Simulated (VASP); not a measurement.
# TaGa: structure and properties in VASP, part 2 of 3

Wanted: the relaxed cell of TaGa and its properties. The cell is invented: it takes the structure of a Materials Project entry for VGa (space group 187 there), with some of its atoms replaced by other elements, volume scaled by an estimate. It may not be a known or stable phase.

VASP 6.6.1; PW91; plane waves and PAW (Ta_pv, Ga_d); invented cell.

Still holding for the runs below: The k-mesh is coarse for a metal.

So far. Step 2 (Rough relaxation of the start cell): It ends with forces that vanish by symmetry and a pressure of 0.04 GPa. The relaxed cell has a = 2.939, c = 4.614 Å (conventional setting).

**3. Relaxing cell and atoms (PW91)**

Properties are meant for the cell that this level of theory prefers, so cell and atoms are relaxed first (ISIF = 3) until forces and stress are small; EDIFFG sets the threshold.

The input, INCAR:

```
SYSTEM = TaGa
PREC = Accurate
ENCUT = 400
EDIFF = 1E-06
NELM = 100
ISMEAR = -1
SIGMA = 0.05
LREAL = .FALSE.
ALGO = Normal
GGA = 91
NBANDS = 18
LORBIT = 11
LWAVE = .FALSE.
LCHARG = .FALSE.
IBRION = 2
NSW = 60
ISIF = 3
EDIFFG = -0.01
```

The input, POSCAR:

```
TaGa
1.0
    2.9390775196      0.0000000000      0.0000000000
   -1.4695387598      2.5453154210      0.0000000000
    0.0000000000      0.0000000000      4.6139984018
Ta Ga
1 1
Direct
    0.6666666700      0.3333333300      0.0000000000
    0.0000000000      0.0000000000      0.5000000000
```

The input, KPOINTS:

```
Automatic mesh
0
Gamma
8 8 4
0 0 0
```

PAW data sets: Ta_pv and Ga_d (PBE family, release 64).

Started as:

```
> mpirun -np 1 vasp_std
```

Log:

```text
[banner, memory and clock lines left out]
running    1 mpi-ranks, on    1 nodes
 distrk:  each k-point on    1 cores,    1 groups
 distr:  one band on    1 cores,    1 groups

 POSCAR found type information on POSCAR TaGa
 POSCAR found :  2 types and       2 ions
 [... a notice as in an earlier step ...]

 LDA part: xc-table for (Slater(with rela. corr.)+CA(PZ))
 , standard interpolation
 POSCAR, INCAR and KPOINTS ok, starting setup
 FFT: planning ... GRIDC
 FFT: planning ... GRID_SOFT
 FFT: planning ... GRID
 WAVECAR not read
 entering main loop
       N       E                     dE             d eps       ncg     rms          rms(c)
DAV:   1     0.129220481200E+03    0.12922E+03   -0.11600E+04  1116   0.183E+03
DAV:   2    -0.921130714344E+01   -0.13843E+03   -0.13593E+03  1204   0.352E+02
DAV:   3    -0.155791307750E+02   -0.63678E+01   -0.63109E+01  1306   0.730E+01
DAV:   4    -0.156751269572E+02   -0.95996E-01   -0.95735E-01  1302   0.863E+00
DAV:   5    -0.156766668345E+02   -0.15399E-02   -0.15376E-02  1316   0.109E+00    0.128E+01
DAV:   6    -0.151053049072E+02    0.57136E+00   -0.10560E+00  1174   0.807E+00    0.571E+00
DAV:   7    -0.149683018747E+02    0.13700E+00   -0.32720E-01  1264   0.538E+00    0.105E+00
DAV:   8    -0.149635225245E+02    0.47794E-02   -0.17641E-02  1246   0.113E+00    0.297E-01
DAV:   9    -0.149629620051E+02    0.56052E-03   -0.17749E-03  1362   0.513E-01    0.705E-02
DAV:  10    -0.149629478979E+02    0.14107E-04   -0.16832E-04  1418   0.173E-01    0.232E-02
DAV:  11    -0.149629498128E+02   -0.19149E-05   -0.57807E-06  1224   0.201E-02    0.541E-03
DAV:  12    -0.149629489482E+02    0.86466E-06   -0.16335E-06   746   0.777E-03
   1 F= -.14962949E+02 E0= -.14960416E+02  d E =-.149629E+02
 curvature:   0.00 expect dE= 0.000E+00 dE for cont linesearch  0.000E+00
 trial: gam= 0.00000 g(F)=  0.304E-45 g(S)=  0.136E-01 ort = 0.000E+00 (trialstep = 0.100E+01)
 search vector abs. value=  0.136E-01
 bond charge predicted
       N       E                     dE             d eps       ncg     rms          rms(c)
DAV:   1    -0.150308910414E+02   -0.67941E-01   -0.19284E+00  1118   0.114E+01    0.144E+00
DAV:   2    -0.149859767559E+02    0.44914E-01   -0.79812E-02  1230   0.255E+00    0.799E-01
DAV:   3    -0.149690129249E+02    0.16964E-01   -0.22515E-02  1640   0.142E+00    0.256E-01
DAV:   4    -0.149682876807E+02    0.72524E-03   -0.29407E-03  1382   0.419E-01    0.119E-01
DAV:   5    -0.149682702352E+02    0.17446E-04   -0.21722E-04  1284   0.156E-01    0.209E-02
DAV:   6    -0.149682696690E+02    0.56616E-06   -0.25585E-05  1366   0.581E-02    0.325E-03
DAV:   7    -0.149682694280E+02    0.24105E-06   -0.16764E-06   838   0.889E-03
   2 F= -.14968269E+02 E0= -.14965967E+02  d E =-.532048E-02
[...]
3 F= -.14968551E+02 E0= -.14966217E+02  d E =-.560166E-02
[...]
4 F= -.14968510E+02 E0= -.14966217E+02  d E =0.406220E-04
 trial-energy change:    0.000041  1 .order    0.000040   -0.000246    0.000325
 step:   0.4150(harm=  0.4150)  dis= 0.00000  next Energy=   -14.968604 (dE=-0.529E-04)
 bond charge predicted
       N       E                     dE             d eps       ncg     rms          rms(c)
DAV:   1    -0.149697172951E+02   -0.12072E-02   -0.20690E-02  1368   0.200E+00    0.223E-01
DAV:   2    -0.149688167595E+02    0.90054E-03   -0.16896E-03  1402   0.579E-01    0.907E-02
DAV:   3    -0.149686214667E+02    0.19529E-03   -0.36067E-04  1400   0.242E-01    0.269E-02
DAV:   4    -0.149686045200E+02    0.16947E-04   -0.26434E-05  1260   0.530E-02    0.114E-02
DAV:   5    -0.149686032052E+02    0.13148E-05   -0.15937E-06   850   0.115E-02    0.552E-03
DAV:   6    -0.149686031511E+02    0.54099E-07   -0.50905E-07   558   0.828E-03
   5 F= -.14968603E+02 E0= -.14966287E+02  d E =-.525447E-04
 curvature:  -0.21 expect dE=-0.860E-07 dE for cont linesearch -0.776E-07
 trial: gam=-0.03452 g(F)=  0.934E-45 g(S)=  0.407E-06 ort = 0.977E-05 (trialstep = 0.854E+00)
 search vector abs. value=  0.425E-07
 reached required accuracy - stopping structural energy minimisation
```

Elapsed: 15 s, on 1 MPI rank of Intel Xeon 6975P-C (Granite Rapids), shared host; peak memory 0.14 GiB.

Parts of OUTCAR (step 3):

```text
  LATTYP: Found a hexagonal cell.
 ALAT       =     2.9390775196
 C/A-ratio  =     1.5698797909

The static configuration has the point symmetry D_3h.

 Found     30 irreducible k-points:

   k-points           NKPTS =     30   k-points in BZ     NKDIM =     30   number of bands    NBANDS=     18

   dimension x,y,z NGX =    20 NGY =   20 NGZ =   30
   dimension x,y,z NGXF=    40 NGYF=   40 NGZF=   60

   ENCUT  =  400.0 eV  29.40 Ry    5.42 a.u.   4.79  4.79  7.52*2*pi/ulx,y,z

   NELECT =      24.0000    total number of electrons

 E-fermi :   5.9806

 k-point     1 :       0.0000    0.0000    0.0000
  band No.  band energies     occupation
    ...
      7      -8.2373      2.00000
      8      -8.2373      2.00000
      9      -4.3065      2.00000
     10       2.1572      2.00000
     11       4.4793      2.00000
     12       6.8442      0.00000
     13       6.8442      0.00000
     14       9.6142      0.00000
     15       9.6142      0.00000
     16      11.4544      0.00000
    ...

 k-point     2 :       0.1250    0.0000    0.0000
  band No.  band energies     occupation
    ...
      7      -8.2592      2.00000
      8      -8.2433      2.00000
      9      -3.8971      2.00000
     10       2.6918      2.00000
     11       4.2712      2.00000
     12       6.2719      0.00588
     13       7.3542      0.00000
     14       9.4253      0.00000
     15       9.8511      0.00000
     16      11.3326      0.00000
    ...

  Total        0.0029055      0.0029055      0.0000913      0.0000000      0.0000000      0.0000000
  in kB        0.1351283      0.1351282      0.0042446      0.0000000      0.0000000      0.0000000
  external PRESSURE =       0.0915004 kB  Pullay stress =       0.0000000 kB

  energy-cutoff  :      400.00
  volume of cell :       34.45
      direct lattice vectors                 reciprocal lattice vectors
     2.955237959  0.000000000 -0.000000000     0.338382226  0.195365099 -0.000000000
    -1.477618980  2.559310766  0.000000000    -0.000000000  0.390730197 -0.000000000
     0.000000000  0.000000000  4.554792031     0.000000000 -0.000000000  0.219548992

 POSITION                                       TOTAL-FORCE (eV/Angst)
 -----------------------------------------------------------------------------------
      1.47762      0.85310      4.55479         0.000000      0.000000      0.000000
      0.00000      0.00000      2.27740        -0.000000     -0.000000     -0.000000
 -----------------------------------------------------------------------------------
    total drift:                               -0.000003      0.000004      0.000000

  FREE ENERGIE OF THE ION-ELECTRON SYSTEM (eV)
  ---------------------------------------------------
  free  energy   TOTEN  =       -14.9686031511 eV

  energy  without entropy=      -14.9639712253  energy(sigma->0) =      -14.96628719

 total charge
# of ion       s       p       d       tot
------------------------------------------
    1        0.333   6.172   2.304   8.809
    2        0.926   0.806   9.981  11.714
--------------------------------------------------
tot          1.259   6.978  12.285  20.522

[... 2 parts as in an earlier step ...]

[... 7 further parts left out ...]
```

The steps of the relaxation:

```tsv
step	energy less that of the first step (eV)	largest force (eV/Å)	pressure (GPa)	volume (Å³)
1	0.0000	0.0000	-0.28	34.52
2	-0.0053	0.0000	0.46	34.36
3	-0.0056	0.0000	0.27	34.39
4	-0.0056	0.0000	-0.36	34.53
5	-0.0057	0.0000	0.01	34.45
```

```tsv
conventional cell, symmetrised	before	after	change
a (Å)	2.939	2.955	+0.5 %
b (Å)	2.939	2.955	+0.5 %
c (Å)	4.614	4.555	-1.3 %
volume (Å³/atom)	17.26	17.22	-0.2 %
```

Final coordinates:

```cif
data_structure
_symmetry_space_group_name_H-M 'P 1'
_symmetry_Int_Tables_number 1
_cell_length_a 2.9552
_cell_length_b 2.9552
_cell_length_c 4.5548
_cell_angle_alpha 90.000
_cell_angle_beta 90.000
_cell_angle_gamma 120.000
_cell_volume 34.45
loop_
_atom_site_label
_atom_site_type_symbol
_atom_site_fract_x
_atom_site_fract_y
_atom_site_fract_z
_atom_site_occupancy
Ta1 Ta 0.66667 0.33333 0.00000 1
Ga2 Ga 0.00000 0.00000 0.50000 1
```

This step gave:

```yaml
irreducible_k_points: 30
free_energy_toten: -14.97 eV
energy_at_zero_smearing: -14.97 eV
fermi_energy: 5.981 eV
pressure: 0.009150 GPa
scf_cycles_over_all_ionic_steps: 38
```

It ends with forces that vanish by symmetry and a pressure of 0.01 GPa.

**4. Density, ELF and potential (PW91)**

A single point on the relaxed cell gives a clean self-consistent state, with density, ELF and potential written out.

Edit INCAR of step 3 so:

```diff
@@ -13,6 +13,5 @@
 LWAVE = .FALSE.
-LCHARG = .FALSE.
-IBRION = 2
-NSW = 60
-ISIF = 3
-EDIFFG = -0.01
+LCHARG = .TRUE.
+ISIF = 2
+LELF = .TRUE.
+LVHAR = .TRUE.
```

The input, POSCAR:

```
TaGa
1.0
    2.9552379592      0.0000000000      0.0000000000
   -1.4776189796      2.5593107660      0.0000000000
    0.0000000000      0.0000000000      4.5547920310
Ta Ga
1 1
Direct
    0.6666666700      0.3333333300      0.0000000000
    0.0000000000      0.0000000000      0.5000000000
```

KPOINTS is that of step 3.

Started as:

```
> mpirun -np 1 vasp_std
```

Log:

```text
[... set-up lines as in an earlier step ...]
 entering main loop
       N       E                     dE             d eps       ncg     rms          rms(c)
DAV:   1     0.131585851235E+03    0.13159E+03   -0.11652E+04  1098   0.182E+03
DAV:   2    -0.900690042587E+01   -0.14059E+03   -0.13794E+03  1240   0.359E+02
DAV:   3    -0.156039308274E+02   -0.65970E+01   -0.65487E+01  1318   0.747E+01
DAV:   4    -0.156890120269E+02   -0.85081E-01   -0.84969E-01  1294   0.836E+00
DAV:   5    -0.156904278573E+02   -0.14158E-02   -0.14157E-02  1290   0.110E+00    0.128E+01
DAV:   6    -0.151091368341E+02    0.58129E+00   -0.10886E+00  1154   0.812E+00    0.567E+00
DAV:   7    -0.149741631981E+02    0.13497E+00   -0.32224E-01  1226   0.537E+00    0.106E+00
DAV:   8    -0.149690977502E+02    0.50654E-02   -0.18883E-02  1250   0.111E+00    0.283E-01
DAV:   9    -0.149685671394E+02    0.53061E-03   -0.17883E-03  1306   0.519E-01    0.707E-02
DAV:  10    -0.149685572311E+02    0.99083E-05   -0.16626E-04  1412   0.182E-01    0.229E-02
DAV:  11    -0.149685582105E+02   -0.97940E-06   -0.10003E-05  1204   0.229E-02    0.531E-03
DAV:  12    -0.149685575259E+02    0.68460E-06   -0.26495E-06   862   0.902E-03
   1 F= -.14968558E+02 E0= -.14966242E+02  d E =-.463122E-02
```

It took 5.4 s on 1 MPI rank; peak memory 0.14 GiB.

OUTCAR, selected parts (step 4):

```text
  LATTYP: Found a hexagonal cell.
 ALAT       =     2.9552379592
 C/A-ratio  =     1.5412606680

The static configuration has the point symmetry D_3h.

 Found     30 irreducible k-points:

   ENCUT  =  400.0 eV  29.40 Ry    5.42 a.u.   4.82  4.82  7.43*2*pi/ulx,y,z

   NELECT =      24.0000    total number of electrons

 E-fermi :   5.9806

 k-point     1 :       0.0000    0.0000    0.0000
  band No.  band energies     occupation
    ...
      7      -8.2375      2.00000
      8      -8.2374      2.00000
      9      -4.3065      2.00000
     10       2.1573      2.00000
     11       4.4793      2.00000
     12       6.8444      0.00000
     13       6.8444      0.00000
     14       9.6143      0.00000
     15       9.6143      0.00000
     16      11.4544      0.00000
    ...

 k-point     2 :       0.1250    0.0000    0.0000
  band No.  band energies     occupation
    ...
      7      -8.2593      2.00000
      8      -8.2434      2.00000
      9      -3.8971      2.00000
     10       2.6919      2.00000
     11       4.2712      2.00000
     12       6.2720      0.00587
     13       7.3543      0.00000
     14       9.4254      0.00000
     15       9.8513      0.00000
     16      11.3326      0.00000
    ...

  Total        0.0006774      0.0006774     -0.0062612      0.0000000      0.0000000     -0.0000000
  in kB        0.0315045      0.0315045     -0.2911931      0.0000000      0.0000000     -0.0000000
  external PRESSURE =      -0.0760614 kB  Pullay stress =       0.0000000 kB

  energy-cutoff  :      400.00
  volume of cell :       34.45
      direct lattice vectors                 reciprocal lattice vectors
     2.955237959  0.000000000  0.000000000     0.338382226  0.195365099  0.000000000
    -1.477618980  2.559310766  0.000000000     0.000000000  0.390730197  0.000000000
     0.000000000  0.000000000  4.554792031     0.000000000  0.000000000  0.219548992

 POSITION                                       TOTAL-FORCE (eV/Angst)
 -----------------------------------------------------------------------------------
      1.47762      0.85310      0.00000         0.000000      0.000000      0.000000
      0.00000      0.00000      2.27740        -0.000000     -0.000000      0.000000
 -----------------------------------------------------------------------------------
    total drift:                               -0.000003      0.000004     -0.000000

  FREE ENERGIE OF THE ION-ELECTRON SYSTEM (eV)
  ---------------------------------------------------
  free  energy   TOTEN  =       -14.9685575259 eV

  energy  without entropy=      -14.9639263072  energy(sigma->0) =      -14.96624192

[... 4 parts as in an earlier step ...]

[... 7 further parts left out ...]
```

This step gave:

```
SCF cycles : 12
pressure   : -0.007606 GPa
```

Valence electrons inside each PAW sphere by angular momentum. Sphere charges, by row:

```tsv
atom	s (e)	p (e)	d (e)	tot (e)
Ta1	0.333	6.172	2.304	8.809
Ga2	0.926	0.806	9.981	11.71
```

Electrostatic potential energy in the ac plane at fractional y = 0.000, with atoms of Ga within 0.2 Å of it. With pseudopotentials it is smooth inside the atoms' cores, unlike the true potential.

Values in eV, 21 rows by 15 columns, each cell a mean:
```
  1   0  -1  -4  -8 -11 -12 -13 -13 -12 -11  -8  -4  -1   0
  1   1   0  -3  -6  -9 -11 -12 -12 -11  -9  -6  -3   0   1
  1   1   0  -1  -4  -6  -8  -9  -9  -8  -6  -4  -1   0   1
  1   1   1   0  -2  -3  -4  -5  -5  -4  -3  -2   0   1   1
 -1  -1   0   0  -1  -1  -1  -2  -2  -1  -1  -1   0   0  -1
 -8  -7  -5  -2  -1   0   0   0   0   0   0  -1  -2  -5  -7
-23 -21 -16 -10  -3  -1   0   1   1   0  -1  -3 -10 -16 -21
-36 -35 -29 -20 -10  -2   0   1   1   0  -2 -10 -20 -29 -35
-45 -45 -39 -29 -17  -5   0   1   1   0  -5 -17 -29 -39 -45
-46 -46 -44 -34 -21  -8  -1   0   0  -1  -8 -21 -34 -44 -46
-46 -46 -45 -34 -22  -8  -1   0   0  -1  -8 -22 -34 -45 -46
-46 -45 -40 -29 -18  -5  -1   1   1  -1  -5 -18 -29 -40 -45
-37 -36 -30 -21 -10  -2   0   1   1   0  -2 -10 -21 -30 -36
-24 -22 -17 -10  -3  -1   0   1   1   0  -1  -3 -10 -17 -22
-10  -8  -6  -2  -1   0   0   0   0   0   0  -1  -2  -6  -8
 -1  -1   0  -1  -1  -1  -1  -2  -2  -1  -1  -1  -1   0  -1
  1   1   0   0  -1  -3  -4  -5  -5  -4  -3  -1   0   0   1
  1   1   0  -1  -3  -6  -8  -9  -9  -8  -6  -3  -1   0   1
  1   1   0  -3  -6  -9 -11 -12 -12 -11  -9  -6  -3   0   1
  1   1  -1  -4  -8 -11 -12 -13 -13 -12 -11  -8  -4  -1   0
  1   0  -1  -4  -8 -11 -13 -13 -13 -13 -11  -8  -4  -1   0
```
Columns run along a (3.0 Å; values clipped at the 3rd and 97th percentile), rows up along c (4.6 Å). Atoms in or near the plane, at fractional coordinates: Ga at (0.00, 0.50).

ELF in the ac plane at fractional y = 0.000, with atoms of Ga within 0.2 Å of it. It is the smooth field of the valence electrons, not physical close to the nuclei.

Values, 21 rows by 15 columns, each cell a mean:
```
0.54 0.49 0.37 0.26 0.26 0.33 0.40 0.43 0.43 0.40 0.33 0.25 0.26 0.37 0.49
0.55 0.52 0.41 0.27 0.22 0.24 0.29 0.32 0.32 0.29 0.24 0.22 0.27 0.40 0.52
0.60 0.57 0.47 0.33 0.22 0.18 0.18 0.20 0.20 0.18 0.18 0.22 0.33 0.47 0.57
0.62 0.61 0.55 0.43 0.30 0.20 0.16 0.14 0.14 0.16 0.20 0.30 0.43 0.55 0.61
0.56 0.56 0.54 0.50 0.41 0.30 0.22 0.18 0.18 0.22 0.30 0.41 0.50 0.54 0.56
0.45 0.45 0.45 0.45 0.44 0.39 0.32 0.27 0.27 0.32 0.39 0.44 0.45 0.45 0.45
0.35 0.37 0.39 0.39 0.38 0.39 0.37 0.33 0.33 0.37 0.39 0.38 0.39 0.39 0.37
0.19 0.21 0.27 0.34 0.34 0.33 0.35 0.34 0.34 0.35 0.33 0.34 0.34 0.27 0.21
0.05 0.08 0.13 0.25 0.32 0.29 0.31 0.33 0.33 0.31 0.29 0.32 0.25 0.13 0.08
0.22 0.07 0.07 0.18 0.30 0.28 0.28 0.32 0.32 0.28 0.28 0.30 0.18 0.07 0.07
0.24 0.07 0.06 0.17 0.30 0.28 0.28 0.32 0.32 0.28 0.28 0.30 0.17 0.06 0.07
0.04 0.07 0.12 0.24 0.32 0.29 0.31 0.33 0.33 0.31 0.29 0.32 0.24 0.12 0.07
0.18 0.19 0.26 0.33 0.34 0.32 0.35 0.34 0.34 0.35 0.32 0.34 0.33 0.26 0.19
0.34 0.36 0.38 0.39 0.37 0.38 0.37 0.33 0.33 0.37 0.38 0.37 0.39 0.38 0.36
0.45 0.45 0.45 0.44 0.44 0.40 0.32 0.28 0.28 0.32 0.40 0.44 0.44 0.45 0.45
0.55 0.54 0.53 0.50 0.42 0.31 0.23 0.19 0.19 0.23 0.31 0.42 0.50 0.53 0.54
0.62 0.61 0.55 0.44 0.31 0.21 0.16 0.15 0.15 0.16 0.21 0.31 0.44 0.55 0.61
0.60 0.57 0.48 0.34 0.22 0.18 0.18 0.19 0.19 0.18 0.18 0.22 0.34 0.48 0.57
0.55 0.52 0.41 0.27 0.22 0.23 0.28 0.31 0.31 0.28 0.23 0.21 0.28 0.41 0.52
0.54 0.50 0.37 0.26 0.25 0.32 0.39 0.42 0.42 0.39 0.32 0.25 0.26 0.37 0.50
0.52 0.48 0.36 0.26 0.28 0.36 0.44 0.48 0.48 0.44 0.37 0.28 0.26 0.36 0.48
```
Columns run along a (3.0 Å), rows up along c (4.6 Å). Atoms in or near the plane, at fractional coordinates: Ga at (0.00, 0.50).

Valence density in the ac plane at fractional y = 0.000, with atoms of Ga within 0.2 Å of it. It is the smooth field of the valence electrons, not physical close to the nuclei.

Ten steps, logarithmic in the rise over the least value, from '0' (0 e/Å³) to '9' (16 e/Å³):
```
001112333321110
001112233221110
000011122111000
100000111100000
111000000000011
111100000000111
222110000001122
554210000001245
776421000012467
997631000013679
998641000014689
998641000014689
997631000013679
776421000012467
554210000001245
222110000001122
111100000000111
111000000000011
100000111100000
000011122111000
001112233221110
001112333321110
011122344322111
```
Columns run along a (3.0 Å), rows up along c (4.6 Å). Atoms in or near the plane, at fractional coordinates: Ga at (0.00, 0.50).

In this run the pressure is -0.01 GPa, small enough to go on.

(Continued in part 3 of 3.)

[Lines on the potential files, build, host, timing and source positions are cut from VASP's logs without a mark.]

[Logs are printed without paths, hosts, clocks, repeated set-up lines and the standing remarks that a program may print on its own settings, such as how far it seeks lower states.]

[Hosts, paths, dates, database ids (printed as entryN), source tags and the programs' standing remarks are cut or masked in the printed files.]

[A measured line is paired with the nearest computed mode of its activity, which favours agreement.]
